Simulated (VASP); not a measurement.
A cell of MgSe (rock salt) near equilibrium:

```yaml
crystal:
  lattice:
    - [0.00000, 2.73241, 2.73241]
    - [2.73241, 0.00000, 2.73241]
    - [2.73241, 2.73241, 0.00000]
  atoms:
    - { symbol: Mg, position: [0.00000, 0.00000, 0.00000] }
    - { symbol: Se, position: [0.50000, 0.50000, 0.50000] }
```

Method: r2SCAN meta-GGA, VASP's PBE PAW potentials (set 64) (plane waves; VASP).

```tsv
run	ΔE (meV/atom)	σxx	σyy	σzz	largest shear component, with its sign (GPa)	largest force (eV/Å)	gap (eV)
as it is	0.0	-0.02	-0.02	-0.02	0.00	0.000	2.45
after one change	4.9	1.14	2.68	2.68	0.00	0.000	2.43
```
Stress is in GPa, positive when the cell is compressed; gaps are those on the k-mesh, and 0.00 means metallic.

### Question
Which change was made?
A. biaxial strain of -1.5 % in the yz plane
B. atom 1 (Mg) moved by -0.150 Å along y
C. atom 1 (Mg) moved by 0.150 Å along y
D. isotropic strain of -4.0 %

### Answer
A, biaxial strain of -1.5 % in the yz plane

The compound is MgSe in the rock salt structure.
